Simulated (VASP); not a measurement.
A periodic (110) film of SiC (zinc blende) under biaxial in-plane strain, normal axis and ions relaxed with LDA. Gaps from mBJ in VASP (PAW), over mesh and path in the film cell's folded zone.

```
strain (%)  gap (eV)
----------  --------
-1             2.219
+0             2.326
+1             2.247
```

Q: Take the slope on the side of compression and predict the gap at -3 %.

A: The slope is 0.107 eV per cent, which gives 2.326 + (0.107)(-3) = 2.00 eV. The run gave 1.88 eV, -0.12 eV from the line, so the dependence isn't linear over this range; another valley or band may have taken over.

Runs of the series that failed, ran out of time, didn't relax or are held back are left out.

The compound is SiC in the zinc blende structure.
